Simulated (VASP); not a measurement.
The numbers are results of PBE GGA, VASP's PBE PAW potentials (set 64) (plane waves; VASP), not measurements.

Input for VASP

### KPOINTS
```
K-points
0
gamma
 2 2 2
```

### INCAR
```
ENCUT = 400   # plane-wave cut-off (eV)
ISMEAR = -1
NELM = 100   # most electronic steps
GGA = PE
LREAL = .FALSE.
ALGO = Normal
LASPH = .TRUE.   # aspherical one-centre terms
SYSTEM = HfO2
ISIF = 2   # forces and stress, cell fixed
LMAXMIX = 6
LCHARG = .FALSE.
EDIFF = 1E-6   # SCF stop (eV)
SIGMA = 0.05   # width (eV)
PREC = Accurate
LWAVE = .FALSE.
```

**POSCAR**
```
HfO2
1
    0.0000000000     2.5490410000     2.5490410000
    2.5490410000     0.0000000000     2.5490410000
    2.5490410000     2.5490410000     0.0000000000
Hf O
1 2
Direct
  0.0000000000   0.0000000000   0.0000000000
  0.7500000000   0.7500000000   0.7500000000
  0.2500000000   0.2500000000   0.2500000000
```

POTCAR, in this order: Hf_pv O (PBE.64 set). Program: vasp_std.

Output

File OSZICAR:
```
       N       E                     dE             d eps       ncg     rms          rms(c)
DAV:   1     0.816528712488E+02    0.81653E+02   -0.11556E+04    90   0.120E+03
DAV:   2    -0.330909488152E+02   -0.11474E+03   -0.11390E+03   111   0.287E+02
DAV:   3    -0.358647583026E+02   -0.27738E+01   -0.27724E+01   118   0.461E+01
DAV:   4    -0.358786327116E+02   -0.13874E-01   -0.13874E-01   104   0.356E+00
DAV:   5    -0.358787774749E+02   -0.14476E-03   -0.14476E-03   118   0.322E-01    0.479E+01
DAV:   6    -0.299659680447E+02    0.59128E+01   -0.30784E+01   104   0.374E+01    0.466E+01
DAV:   7    -0.298481099276E+02    0.11786E+00   -0.59761E-01    90   0.703E+00    0.323E+01
DAV:   8    -0.298058664213E+02    0.42244E-01   -0.28708E-01    90   0.533E+00    0.585E+00
DAV:   9    -0.297956490903E+02    0.10217E-01   -0.46134E-02   104   0.190E+00    0.163E+00
DAV:  10    -0.297956839544E+02   -0.34864E-04   -0.49074E-03   105   0.551E-01    0.441E-01
DAV:  11    -0.297956419714E+02    0.41983E-04   -0.30468E-04   111   0.145E-01    0.254E-01
DAV:  12    -0.297956504337E+02   -0.84623E-05   -0.65781E-05   105   0.605E-02    0.136E-01
DAV:  13    -0.297956508754E+02   -0.44171E-06   -0.27346E-06   104   0.128E-02
   1 F= -.29795651E+02 E0= -.29795651E+02  d E =-.364505E-10
```

**OUTCAR**
```
------------------------ aborting loop because EDIFF is reached ----------------------------------------
  FORCE on cell =-STRESS in cart. coord.  units (eV):
  Direction    XX          YY          ZZ          XY          YZ          ZX
  --------------------------------------------------------------------------------------
  Total       -1.0660133     -1.0660133     -1.0660133     -0.0000000      0.0000000     -0.0000000
  in kB      -51.5599832    -51.5599832    -51.5599832     -0.0000000      0.0000000     -0.0000000
  external PRESSURE =     -51.5599832 kB  Pullay stress =       0.0000000 kB
  volume of cell :       33.13
      direct lattice vectors                 reciprocal lattice vectors
     0.000000000  2.549041000  2.549041000    -0.196152200  0.196152200  0.196152200
     2.549041000  0.000000000  2.549041000     0.196152200 -0.196152200  0.196152200
     2.549041000  2.549041000  0.000000000     0.196152200  0.196152200 -0.196152200
 POSITION                                       TOTAL-FORCE (eV/Angst)
 -----------------------------------------------------------------------------------
      0.00000      0.00000      0.00000        -0.000000      0.000000      0.000000
      3.82356      3.82356      3.82356        -0.000000     -0.000000     -0.000000
      1.27452      1.27452      1.27452         0.000000     -0.000000      0.000000
 -----------------------------------------------------------------------------------
    total drift:                               -0.000000      0.000000      0.000000
  FREE ENERGIE OF THE ION-ELECTRON SYSTEM (eV)
  ---------------------------------------------------
  free  energy   TOTEN  =       -29.7956508754 eV

  energy  without entropy=      -29.7956508754  energy(sigma->0) =      -29.79565088
```
(Selected blocks of OUTCAR.)

File OUTCAR:
```
 val. band max:        4.3091314111   @ k =   0.5000   0.5000   0.0000

 cond. band min:       7.8661179077   @ k =   0.5000   0.5000   0.0000


 Fermi energy:         5.5075969178

 k-point     1 :       0.0000    0.0000    0.0000
  band No.  band energies     occupation
      1     -25.7978      2.00000
      2     -25.7978      2.00000
      3     -25.7978      2.00000
      4     -14.3574      2.00000
      5     -11.3769      2.00000
      6      -1.0282      2.00000
      7      -1.0282      2.00000
      8      -1.0282      2.00000
      9       3.6913      2.00000
     10       3.6913      2.00000
     11       3.6913      2.00000
     12       7.9006      0.00000
     13       7.9006      0.00000
     14       9.8829      0.00000
     15      14.3307      0.00000

 k-point     2 :       0.5000    0.0000    0.0000
  band No.  band energies     occupation
      1     -26.1853      2.00000
      2     -25.8431      2.00000
      3     -25.8431      2.00000
      4     -13.1399      2.00000
      5     -12.1070      2.00000
      6      -0.0042      2.00000
      7      -0.0042      2.00000
      8       1.2319      2.00000
      9       1.5630      2.00000
     10       2.4601      2.00000
     11       2.4601      2.00000
     12       8.6037      0.00000
     13       8.6037      0.00000
     14      10.8828      0.00000
     15      13.2094      0.00000

 k-point     3 :       0.5000    0.5000    0.0000
  band No.  band energies     occupation
      1     -26.2070      2.00000
      2     -25.9095      2.00000
      3     -25.9095      2.00000
      4     -12.6322      2.00000
      5     -12.2862      2.00000
      6      -2.1519      2.00000
      7       0.8281      2.00000
      8       0.8281      2.00000
      9       2.7445      2.00000
     10       2.7445      2.00000
     11       4.3091      2.00000
     12       7.8661      0.00000
     13       9.4520      0.00000
     14      10.5554      0.00000
     15      12.1027      0.00000
```

At this cut-off the stress carries a Pulay error, which pulls relaxed volumes low.  Unless said otherwise, spin-orbit coupling is left out, though it shifts the bands of the heavy elements here.

The structure comes from a computed database's HfO2 entry; how it stands against other phases isn't given here. The cell was not relaxed at this level. The k-mesh is coarse (spacing up to 1.07 per Å, 2π included), so the numbers may not be converged in it. The run is one of a series of settings (KPOINTS 2×2×2 Γ-centred mesh against the base run), some of them coarse on purpose.
